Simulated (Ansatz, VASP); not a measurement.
# Eu (linear Eu chain): VASP beside Ansatz

Aim: how closely do two programs agree when they are given the same cell, functional and k mesh? The structure shown is the end of the Ansatz relaxation below.

Method: plane waves, with VASP 6.6.1 beside it; single point at PBEsol, in Ansatz 0.2.0.

### 1. Starting point

The cell holds 1 atom: 1 Eu. Its edges and angles: a = 7.500 Å, b = 7.500 Å, c = 3.683 Å, α = 90.0°, β = 90.0°, γ = 90.0°. Vacuum lies along a and b. The structure's axis is c.

### 2. Ansatz: relaxation, PBEsol

Ansatz runs on its default PAW (the set named soft_2) files.

This run makes the geometry at which the two programs are then compared.

The input, input.yaml:

```yaml
crystal:
  lattice:
    - [7.5, 0.0, 0.0]
    - [0.0, 7.5, 0.0]
    - [0.0, 0.0, 3.6828]
  atoms:
    - { symbol: Eu, position: [0.5, 0.5, 0.0], spin: 7.0 }
magnetization:
  spin_polarized: true
kpoints:
  mp_grid: { grid: [1, 1, 22] }
scf:
  occupations: { method: fermi_dirac, width: 0.05 }
hamiltonian:
  xc: pbesol
relax:
  cell: { fix: [a, b, alpha, beta, gamma] }
  max_steps: 60
```

Command:

```
ansatz run input.yaml --threads 4 --pin off --max-ram 8192MiB --backend cpu --events-out ev --progress --plain --runs-dir out
```

Numbers of over 12 decimals in the logs are rounded to 6 here.

The program printed:

```text
Engine: ansatz 0.2.0, aarch64-unknown-linux-gnu
Pseudopotentials: kind: paw
Pseudopotential: Eu, paw, valence charge 17, recommended cutoff 420 eV (normal), Eu.paw.azcp
Functional definition: PBEsol
  exchange = pbesol_x
  correlation = pbesol_c
Crystal: 1 atoms, lattice volume = 207.157 Å³
Basis set: ecut = 420 eV, 4061 PW (Γ), exchange–correlation on 108×108×50 points (8 copies of the dense FFT grid, shifted against one another)
Bands: 16, of which v1, the nominal top of the filled ones, is band 9 counted from 1 (8 counted from 0)
Symmetry: 16 space group operations
Space group: P4/mmm (ITA 123), of the structure as read, at distance tolerance 5.9e-5 Å
Magnetic group: BNS 123.339 (UNI 999), of the structure as read, at distance tolerance 5.9e-5 Å
k-points: 12 of 22
Non-local potential: Eu, projectors of the file, l = 0: 3, l = 1: 2, l = 2: 2, l = 3: 3
PAW form: soft (Blöchl's): semilocal exchange-correlation on the pseudo side does not see the compensation charge
PAW frozen core: Eu, regenerated for the run's functional, and the local potential with it (the file was generated under x = pbe(κ = 0.804, μ = 0.219515), c = pbe(β = 0.066725))
PAW one-centre angular grid: Eu, 590 points (default); XC on 64 Gauss nodes
Initial density: superposition of atomic densities (neutral atoms: chi_scale 0, normalization atom)
Starting moments: Σ|m| = 7 μB on 1 of 1 site
Initial wavefunctions: pseudopotential atomic-orbital guess
Functional: x = pbesol(κ = 0.804, μ = 0.123457), c = pbesol(β = 0.046)
SCF iter   1: F=—  HF=-8661.247636 eV  |F-HF|=—  |Δ(HF+E_count)|=         —  Δρ=3.13e-2 (↑3.13e-2 ↓9.14e-3)  dr2=1.96e0  dr2_m=6.88e-1  M=7.724 μB ∫|m|=7.724 μB  β_m=0.30  ethr=3.10e-3  ⟨swp⟩=4.5  Hψ=1653  notcnv=0
Mixer restart at iter 1: flushing history
preconditioner: auto → LDOS  [metal: Δε(μ)=0.016 eV  Ē_g=3.114 eV  σ=0.050 eV  W_gap=0.08  n_scr=14 (ndim 8)  ℏωp=7.7 eV  f_vac=0.512  D(μ)=5.89/eV (n_scr^D=38)]
spin=Collinear: LDOS preconditioning applied to the charge; magnetization (m = ρ↑ − ρ↓) channel mixes plain (no charge-response kernel on spin).
SCF iter   2: F=—  HF=-8661.505205 eV  |F-HF|=—  |Δ(HF+E_count)|=   2.58e-1  Δρ=1.64e-2 (↑1.64e-2 ↓6.22e-3)  dr2=5.26e-1  dr2_m=2.13e-1  M=7.659 μB ∫|m|=7.659 μB  β_m=0.43  ethr=3.10e-3  ⟨swp⟩=3.9  Hψ=1079  notcnv=0  defer=30
SCF iter   3: F=—  HF=-8662.191104 eV  |F-HF|=—  |Δ(HF+E_count)|=   6.86e-1  Δρ=5.17e-3 (↑5.17e-3 ↓4.21e-3)  dr2=4.29e-2  dr2_m=3.12e-2  M=7.644 μB ∫|m|=7.644 μB  β_m=0.71  ethr=3.10e-3  ⟨swp⟩=4.0  Hψ=1239  notcnv=0  defer=30
SCF iter   4: F=—  HF=-8662.673159 eV  |F-HF|=—  |Δ(HF+E_count)|=   4.82e-1  Δρ=3.72e-3 (↑3.22e-3 ↓3.72e-3)  dr2=2.17e-2  dr2_m=1.97e-2  M=7.644 μB ∫|m|=7.644 μB  β_m=0.86  ethr=2.53e-4  ⟨swp⟩=4.2  Hψ=1105  notcnv=0  defer=36
SCF iter   5: F=—  HF=-8662.736081 eV  |F-HF|=—  |Δ(HF+E_count)|=   6.29e-2  Δρ=1.85e-3 (↑1.85e-3 ↓7.17e-4)  dr2=3.78e-3  dr2_m=2.64e-3  M=7.624 μB ∫|m|=7.624 μB  β_m=0.86  ethr=1.28e-4  ⟨swp⟩=3.9  Hψ=984  notcnv=0  defer=30
SCF iter   6: F=—  HF=-8662.736290 eV  |F-HF|=—  |Δ(HF+E_count)|=   2.10e-4  Δρ=2.30e-4 (↑2.30e-4 ↓1.90e-4)  dr2=3.25e-4  dr2_m=2.88e-5  M=7.628 μB ∫|m|=7.628 μB  β_m=0.87  ethr=2.22e-5  ⟨swp⟩=2.8  Hψ=743  notcnv=0  defer=31
SCF iter   7: F=—  HF=-8662.736478 eV  |F-HF|=—  |Δ(HF+E_count)|=   1.88e-4  Δρ=1.92e-4 (↑1.92e-4 ↓4.42e-5)  dr2=1.20e-4  dr2_m=1.76e-5  M=7.631 μB ∫|m|=7.631 μB  β_m=0.93  ethr=1.91e-6  ⟨swp⟩=2.2  Hψ=552  notcnv=0  defer=31
SCF iter   8: F=—  HF=-8662.736592 eV  |F-HF|=—  |Δ(HF+E_count)|=   1.14e-4  Δρ=1.68e-4 (↑1.68e-4 ↓1.84e-5)  dr2=5.06e-5  dr2_m=1.25e-5  M=7.633 μB ∫|m|=7.633 μB  β_m=0.84  ethr=7.05e-7  ⟨swp⟩=2.5  Hψ=747  notcnv=0  defer=31
SCF iter   9: F=—  HF=-8662.737037 eV  |F-HF|=—  |Δ(HF+E_count)|=   4.45e-4  Δρ=5.88e-5 (↑5.88e-5 ↓2.94e-5)  dr2=1.86e-5  dr2_m=1.71e-6  M=7.632 μB ∫|m|=7.632 μB  β_m=0.92  ethr=2.98e-7  ⟨swp⟩=2.4  Hψ=731  notcnv=0  defer=32
[...]
SCF iter  13: F=-8662.737053 eV  HF=-8662.737053 eV  |F-HF|=8.68e-9  |Δ(HF+E_count)|=   3.19e-7  Δρ=2.26e-6 (↑1.09e-6 ↓2.26e-6)  dr2=7.90e-8  dr2_m=1.41e-9  M=7.632 μB ∫|m|=7.632 μB  ethr=5.88e-10  ⟨swp⟩=3.0  Hψ=1291  notcnv=0
SCF 1 converged in 13 iterations: F = -8662.737053 eV  dr2 = 7.90e-8
  greatest PAW one-centre occupation: 1.002 electrons in one spin orbital (limit 2), on the Eu atom at site 0 (counted from 0), in its partial waves of l = 0
relax step   1: F+E_penalty+E_count = -8662.73705320 eV  Δ(F+E_penalty+E_count) = +0.000e0 eV  max|allowed force component| = 0.000e0 eV/Å  Δτ_max = 0.0000 Å  P = -0.440 GPa  Ω = 207.157 Å³  fix = [a, b, alpha, beta, gamma]  reactions: a -0.660, b -0.660 GPa  (13 SCF iters, dr2 threshold 1.00e-7 eV, accepted)
Initial density: handed on by an earlier stage of this run
Starting moments: Σ|m| = 7 μB on 1 of 1 site; this step starts from the density that it was given
Initial wavefunctions: pseudopotential atomic-orbital guess (no wavefunctions were taken with the density)
iter 1 solved again at ethr=2.88e-7 eV; its pass at ethr=3.10e-3 eV (dr2=4.89e-5 eV) is discarded
SCF iter   1: F=—  HF=-8662.737053 eV  |F-HF|=—  |Δ(HF+E_count)|=         —  Δρ=2.37e-6 (↑1.27e-6 ↓2.37e-6)  dr2=9.02e-8  dr2_m=1.08e-9  M=7.632 μB ∫|m|=7.632 μB  β_m=0.65  ethr=2.88e-7  ⟨swp⟩=3.6  Hψ=3053  notcnv=0
preconditioner: auto → LDOS  [metal: Δε(μ)=0.033 eV  Ē_g=3.222 eV  σ=0.050 eV  W_gap=0.16  n_scr=14 (ndim 8)  ℏωp=7.7 eV  f_vac=0.510  D(μ)=3.15/eV (n_scr^D=8)]
spin=Collinear: LDOS preconditioning applied to the charge; magnetization (m = ρ↑ − ρ↓) channel mixes plain (no charge-response kernel on spin).
SCF iter   2: F=—  HF=-8662.737053 eV  |F-HF|=—  |Δ(HF+E_count)|=   3.22e-8  Δρ=1.39e-6 (↑6.89e-7 ↓1.39e-6)  dr2=2.98e-8  dr2_m=8.63e-10  M=7.632 μB ∫|m|=7.632 μB  β_m=0.65  ethr=5.30e-10  ⟨swp⟩=2.4  Hψ=616  notcnv=0
SCF iter   3: F=—  HF=-8662.737053 eV  |F-HF|=—  |Δ(HF+E_count)|=   1.52e-8  Δρ=8.28e-7 (↑8.28e-7 ↓5.38e-7)  dr2=6.89e-9  dr2_m=3.89e-10  M=7.632 μB ∫|m|=7.632 μB  β_m=0.69  ethr=1.75e-10  ⟨swp⟩=1.9  Hψ=491  notcnv=0
SCF iter   4: F=—  HF=-8662.737053 eV  |F-HF|=—  |Δ(HF+E_count)|=   1.05e-9  Δρ=6.78e-7 (↑6.78e-7 ↓2.68e-7)  dr2=1.43e-9  dr2_m=2.16e-10  M=7.632 μB ∫|m|=7.632 μB  β_m=0.60  ethr=4.05e-11  ⟨swp⟩=2.4  Hψ=564  notcnv=0
SCF iter   5: F=—  HF=-8662.737053 eV  |F-HF|=—  |Δ(HF+E_count)|=  1.11e-10  Δρ=1.33e-7 (↑1.27e-7 ↓1.33e-7)  dr2=2.42e-10  dr2_m=7.69e-12  M=7.632 μB ∫|m|=7.632 μB  β_m=0.69  ethr=8.39e-12  ⟨swp⟩=2.3  Hψ=564  notcnv=0
SCF iter   6: F=—  HF=-8662.737053 eV  |F-HF|=—  |Δ(HF+E_count)|=  3.35e-10  Δρ=7.30e-8 (↑7.30e-8 ↓4.43e-8)  dr2=2.75e-11  dr2_m=2.21e-12  M=7.632 μB ∫|m|=7.632 μB  β_m=0.84  ethr=1.43e-12  ⟨swp⟩=2.6  Hψ=556  notcnv=0
SCF iter   7: F=—  HF=-8662.737053 eV  |F-HF|=—  |Δ(HF+E_count)|=  6.37e-11  Δρ=1.72e-8 (↑1.72e-8 ↓7.03e-9)  dr2=1.26e-12  dr2_m=1.04e-13  M=7.632 μB ∫|m|=7.632 μB  β_m=0.92  ethr=1.00e-12  ⟨swp⟩=1.8  Hψ=434  notcnv=0
SCF iter   8: F=-8662.737053 eV  HF=-8662.737053 eV  |F-HF|=3.64e-12  |Δ(HF+E_count)|=  1.82e-12  Δρ=7.23e-9 (↑7.23e-9 ↓3.41e-9)  dr2=1.82e-13  dr2_m=2.15e-14  M=7.632 μB ∫|m|=7.632 μB  ethr=1.00e-12  ⟨swp⟩=3.8  Hψ=1389  notcnv=0
SCF 2 converged in 8 iterations: F = -8662.737053 eV  dr2 = 1.82e-13
relax step   2: F+E_penalty+E_count = -8662.73705324 eV  Δ(F+E_penalty+E_count) = -3.719e-8 eV  max|allowed force component| = 0.000e0 eV/Å  Δτ_max = 0.0000 Å  P = -0.440 GPa  Ω = 207.157 Å³  fix = [a, b, alpha, beta, gamma]  reactions: a -0.660, b -0.660 GPa  stress off target by 1.38e-3 GPa on what of the cell is left free  SCF on the basis re-selected at this cell (its energy is not comparable with the rows above)  (8 SCF iters)
basis re-selected at this cell: Δ(F+E_penalty+E_count) = -3.719e-8 eV, ΔP = -0.000 GPa vs the last step (what re-selecting the basis moved, of the pressure what is left beyond the Pulay correction that the steps carried, after the strain that the cell walked since its last selection, with what the two solves' SCF thresholds leave and, on support functions, any second-order correction that the steps lacked; it is no measure of the basis error at this ecutwfc). This SCF's stress stands 1.38e-3 GPa from its target on what of the cell is left free (relax.cell.stress_tol is 5.00e-2 GPa) and its largest allowed force component is 0.00e0 eV/Å (relax.f_tol is 1.00e-2 eV/Å): [rest of the remark cut]
SCF converged after 8 iterations
Magnetization: 7.6324 μB (12.3162 up, 4.6838 down)
Absolute magnetization: 7.6324 μB (∫|ρ↑−ρ↓|, with the PAW one-centre terms)
Spin contamination: 0.0211 ħ² per cell (⟨S²⟩ above its minimum at these occupations)
Per-site moments (μB) at R_I (Å): [(7.258421, 1.519155)]
Free energy (F): -8662.737053 eV
Harris-Foulkes:  -8662.737053 eV  (|F-HF|=3.64e-12)
Internal energy: -8662.712279 eV  (E = F + TS)
E sigma→0 (E₀):  -8662.724666 eV
Entropy (-TS):   -0.024774 eV (-24.774 meV/atom)
Fermi energy:    -0.101648 eV
--- Per-component energies (eV) ---
  E_band       = -213.120785
  E_kinetic    = 344.341369
  E_local      = -3828.668769  (includes V_loc(G=0)·N_el)
  E_nonlocal   = 486.808576
  E_hartree    = 1605.797715
  E_xc         = -170.351445
  E_vxc        = -195.053982  (∫ρ·V_xc dr)
  E_paw        = -6293.032926  (= ΣΔE_a)
  E_vpaw       = -232.143412  (= ΣTr[D̂ρ^β])
  E_aug_tail   = -0.000000  (compensation charges beyond the density's cutoff)
  E_ewald      = -808.193628
  E_core_change = 0.586831  (= ΣΔE_core)
  E_smearing   = -0.024774  (= −TS)
  E_closure    = 0.000000  (closes the sum)
  Σ components = -8662.737053   (vs F -8662.737053, Δ=0.00e0)
--- Forces (eV/Å), atoms counted from 1 ---
  atom   1  Eu     0.00000000     0.00000000     0.00000000
  max |Σ_I F_I| component: 1.01e-28 eV/Å
--- Stress (GPa, compression-positive) ---
       -0.659786       0.000000       0.000000
        0.000000      -0.659786       0.000000
        0.000000       0.000000      -0.001383
  P = ⅓ Tr σ = -0.4403 GPa (-4.403 kbar)
--- Relaxed structure (1 steps of the walk, 1 accepted, 1 SCFs on fresh bases) ---
  F+E_penalty+E_count = -8662.73705324 eV   max|allowed force component| = 0.000e0 eV/Å   (the final SCF, on the basis selected at the relaxed cell)
  cell:  # Å, volume = 207.1575 Å³
    - [7.5, 0.0, 0.0]
    - [0.0, 7.5, 0.0]
    - [0.0, 0.0, 3.6828]
  atoms:
    - { symbol: Eu, position: [0.5, 0.5, 0.0] }
```

### 3. VASP: single point, PBEsol

The same cell, functional, mesh and smearing now go to VASP, with its own data sets.

Lines of VASP's logs that name or quote its potential files are left out, and so is its time.

The input, INCAR:

```
SYSTEM = Eu
PREC = Accurate
ENCUT = 600
EDIFF = 1E-06
NELM = 200
ISMEAR = -1
SIGMA = 0.05
LREAL = .FALSE.
ALGO = Normal
GGA = PS
NBANDS = 20
ISPIN = 2
MAGMOM = 7.26
LASPH = .TRUE.
LMAXMIX = 6
AMIX = 0.2
BMIX = 1E-04
AMIX_MAG = 0.8
BMIX_MAG = 1E-04
LORBIT = 11
LWAVE = .FALSE.
LCHARG = .FALSE.
ISIF = 2
GGA_COMPAT = .FALSE.
KPAR = 2
```

The input, POSCAR:

```
Eu
1.0
    7.5000000000      0.0000000000      0.0000000000
    0.0000000000      7.5000000000      0.0000000000
    0.0000000000      0.0000000000      3.6828000000
Eu
1
Direct
    0.5000000000      0.5000000000      0.0000000000
```

The input, KPOINTS:

```
Automatic mesh
0
Gamma
1 1 22
0 0 0
```

PAW data sets: Eu (PBE family, release 64).

Command:

```
mpirun -np 2 vasp_std
```

The program printed:

```text
[banner, memory and clock lines left out]
running    2 mpi-ranks, on    1 nodes
 distrk:  each k-point on    1 cores,    2 groups
 distr:  one band on    1 cores,    1 groups

 POSCAR found type information on POSCAR Eu
 POSCAR found :  1 types and       1 ions
|                                                                             |
|               ----> ADVICE to this user running VASP <----                  |
|                                                                             |
|     You enforced a specific xc type in the INCAR file but a different       |
|     [... a line on the potential file left out ...]
|     I HOPE YOU KNOW WHAT YOU ARE DOING!                                     |
|                                                                             |

 LDA part: xc-table for (Slater+PW92), standard interpolation
 POSCAR, INCAR and KPOINTS ok, starting setup
 FFT: planning ... GRIDC
 FFT: planning ... GRID_SOFT
 FFT: planning ... GRID
 WAVECAR not read
 entering main loop
       N       E                     dE             d eps       ncg     rms          rms(c)
DAV:   1     0.178920387881E+03    0.17892E+03   -0.61884E+03  1048   0.194E+03
DAV:   2     0.446539111092E+02   -0.13427E+03   -0.11163E+03  1480   0.290E+02
DAV:   3    -0.261471879171E+01   -0.47269E+02   -0.46183E+02  1556   0.122E+02
DAV:   4    -0.768220173261E+01   -0.50675E+01   -0.50073E+01  1828   0.405E+01
DAV:   5    -0.831726285178E+01   -0.63506E+00   -0.63417E+00  1484   0.133E+01    0.283E+01
DAV:   6    -0.100474887720E+02   -0.17302E+01   -0.22556E+00  1520   0.140E+01    0.856E+00
DAV:   7    -0.996980058173E+01    0.77688E-01   -0.77708E-01  1628   0.120E+01    0.823E+00
DAV:   8    -0.996869104074E+01    0.11095E-02   -0.70248E-02  1888   0.272E+00    0.958E+00
DAV:   9    -0.996984184835E+01   -0.11508E-02   -0.43546E-03  1656   0.294E-01    0.849E+00
DAV:  10    -0.997397133244E+01   -0.41295E-02   -0.15934E-02  1584   0.201E+00    0.678E+00
DAV:  11    -0.997963004276E+01   -0.56587E-02   -0.58155E-03  1628   0.106E+00    0.442E+00
DAV:  12    -0.998290866114E+01   -0.32786E-02   -0.50465E-03  1488   0.728E-01    0.718E-01
DAV:  13    -0.998318398685E+01   -0.27533E-03   -0.39484E-04  1636   0.235E-01    0.566E-01
DAV:  14    -0.998324256811E+01   -0.58581E-04   -0.13111E-04  1576   0.128E-01    0.314E-01
DAV:  15    -0.998329570887E+01   -0.53141E-04   -0.59627E-05  1576   0.831E-02    0.775E-02
DAV:  16    -0.998330327216E+01   -0.75633E-05   -0.14525E-05  1624   0.292E-02    0.563E-02
DAV:  17    -0.998330460187E+01   -0.13297E-05   -0.25224E-06  1544   0.173E-02    0.370E-02
DAV:  18    -0.998330569982E+01   -0.10979E-05   -0.66377E-07  1104   0.113E-02    0.269E-02
DAV:  19    -0.998330695658E+01   -0.12568E-05   -0.49573E-07  1408   0.738E-03    0.862E-03
DAV:  20    -0.998330791981E+01   -0.96323E-06   -0.12771E-06  1312   0.646E-03
   1 F= -.99833079E+01 E0= -.99710639E+01  d E =-.244880E-01  mag=     7.6342
```

OUTCAR, selected parts (step 3):

```text
ion  position               nearest neighbor table
   1  0.500  0.500  0.000-

  LATTYP: Found a simple tetragonal cell.
 ALAT       =     7.5000000000
 C/A-ratio  =     0.4910400000

 Subroutine GETGRP returns: Found 16 space group operations
 (whereof 16 operations were pure point group operations)

The static configuration has the point symmetry D_4h.

 Found     12 irreducible k-points:

   k-points           NKPTS =     12   k-points in BZ     NKDIM =     12   number of bands    NBANDS=     20

   dimension x,y,z NGX =    60 NGY =   60 NGZ =   30
   dimension x,y,z NGXF=   120 NGYF=  120 NGZF=   60

   ENCUT  =  600.0 eV  44.10 Ry    6.64 a.u.  14.98 14.98  7.36*2*pi/ulx,y,z

   NELECT =      17.0000    total number of electrons

 k-points in reciprocal lattice and weights: Automatic mesh
   0.00000000  0.00000000  0.00000000       0.045
   0.00000000  0.00000000  0.04545455       0.091
   0.00000000  0.00000000  0.09090909       0.091
   0.00000000  0.00000000  0.13636364       0.091
   0.00000000  0.00000000  0.18181818       0.091
   0.00000000  0.00000000  0.22727273       0.091
   0.00000000  0.00000000  0.27272727       0.091
   0.00000000  0.00000000  0.31818182       0.091
   0.00000000  0.00000000  0.36363636       0.091
   0.00000000  0.00000000  0.40909091       0.091
   0.00000000  0.00000000  0.45454545       0.091
   0.00000000  0.00000000  0.50000000       0.045

 average (electrostatic) potential at core
       1 -44.7912

 E-fermi :  -1.5400

 spin component 1
 k-point     1 :       0.0000    0.0000    0.0000
  band No.  band energies     occupation
    ...
      9      -2.4205      1.00000
     10      -2.3886      1.00000
     11      -2.3884      1.00000
     12      -2.3440      1.00000
     13      -1.6524      0.90446
     14      -0.9950      0.00002
     15      -0.6116      0.00000
     16      -0.2308      0.00000
     17      -0.2308      0.00000
     18       1.2850      0.00000
    ...

 k-point     2 :       0.0000    0.0000    0.0455
  band No.  band energies     occupation
    ...
      9      -2.4203      1.00000
     10      -2.3899      1.00000
     11      -2.3896      1.00000
     12      -2.3510      1.00000
     13      -1.6151      0.81779
     14      -0.9782      0.00001
     15      -0.5978      0.00000
     16      -0.2591      0.00000
     17      -0.2591      0.00000
     18       1.3017      0.00000
    ...

 k-point     3 :       0.0000    0.0000    0.0909
  band No.  band energies     occupation
    ...
      8      -2.4198      1.00000
      9      -2.4198      1.00000
     10      -2.3938      1.00000
     11      -2.3932      1.00000
     12      -2.3684      1.00000
     13      -1.5066      0.33901
     14      -0.9285      0.00000
     15      -0.5569      0.00000
     16      -0.3436      0.00000
     17      -0.3436      0.00000
    ...

 k-point     4 :       0.0000    0.0000    0.1364
  band No.  band energies     occupation
    ...
      8      -2.4191      1.00000
      9      -2.4191      1.00000
     10      -2.3996      1.00000
     11      -2.3986      1.00000
     12      -2.3895      1.00000
     13      -1.3340      0.01598
     14      -0.8479      0.00000
     15      -0.4910      0.00000
     16      -0.4805      0.00000
     17      -0.4805      0.00000
    ...

 k-point     5 :       0.0000    0.0000    0.1818
  band No.  band energies     occupation
    ...
      8      -2.4181      1.00000
      9      -2.4181      1.00000
     10      -2.4093      1.00000
     11      -2.4065      1.00000
     12      -2.4053      1.00000
     13      -1.1045      0.00016
     14      -0.7396      0.00000
     15      -0.6575      0.00000
     16      -0.6575      0.00000
     17      -0.4034      0.00000
    ...

 k-point     6 :       0.0000    0.0000    0.2273
  band No.  band energies     occupation
    ...
      8      -2.4242      1.00000
      9      -2.4170      1.00000
     10      -2.4170      1.00000
     11      -2.4140      1.00000
     12      -2.4126      1.00000
     13      -0.8567      0.00000
     14      -0.8567      0.00000
     15      -0.8290      0.00000
     16      -0.6086      0.00000
     17      -0.2990      0.00000
    ...

  Total       -0.8564394     -0.8564394     -0.1191396      0.0000000      0.0000000      0.0000000
  in kB       -6.6237904     -6.6237904     -0.9214376      0.0000000      0.0000000      0.0000000
  external PRESSURE =      -4.7230061 kB  Pullay stress =       0.0000000 kB

  energy-cutoff  :      600.00
  volume of cell :      207.16
      direct lattice vectors                 reciprocal lattice vectors
     7.500000000  0.000000000  0.000000000     0.133333333  0.000000000  0.000000000
     0.000000000  7.500000000  0.000000000     0.000000000  0.133333333  0.000000000
     0.000000000  0.000000000  3.682800000     0.000000000  0.000000000  0.271532530

 POSITION                                       TOTAL-FORCE (eV/Angst)
 -----------------------------------------------------------------------------------
      3.75000      3.75000      0.00000         0.000000      0.000000      0.000000
 -----------------------------------------------------------------------------------
    total drift:                                0.000000      0.000000     -0.000000

  FREE ENERGIE OF THE ION-ELECTRON SYSTEM (eV)
  ---------------------------------------------------
  free  energy   TOTEN  =        -9.9833079198 eV

  energy  without entropy=       -9.9588199366  energy(sigma->0) =       -9.97106393

 total charge
# of ion       s       p       d       f       tot
--------------------------------------------------
    1        2.092   5.680   0.209   6.776  14.756

 magnetization (x)
# of ion       s       p       d       f       tot
--------------------------------------------------
    1        0.012  -0.097   0.200   6.776   6.890

[... 6 further parts left out ...]
```

Without U or exact exchange, f electrons of an open shell come out too delocalised.

### 4. Differences

Known differences besides the potentials themselves: VASP starts from the moments at which Ansatz ended; the cutoff is 420 eV in Ansatz and 600 eV in VASP; Ansatz makes its cores anew for this functional, VASP keeps those of its PBE data sets; Ansatz's pressure holds a Pulay correction, VASP's none; site moments are counted in spheres of each program's own size. Total energies have different zeros and are not compared.

Both answers:

```csv
quantity,Ansatz,VASP,difference
pressure (GPa),-0.44,-0.47,+0.03
total moment (μB),7.63,7.63,0.00
moment on Eu1 (μB),7.26,6.89,+0.37
```

### 5. Summary of results

| Item | Value |
| --- | --- |
| difference in total moment (single point, PBEsol) | -0.0018 μB |

The difference in total moment is -0.0018 μB (single point, PBEsol). Such differences can come from data sets, numerical settings and the points named under the comparisons, not from the functional's error against experiment.

[Lines on the potential files, build, host, timing and source positions are cut from VASP's logs without a mark.]

[Logs are printed without paths, hosts, clocks, repeated set-up lines and the standing remarks that a program may print on its own settings, such as how far it seeks lower states.]

[Hosts, paths, dates, database ids (printed as entryN), source tags and the programs' standing remarks are cut or masked in the printed files.]
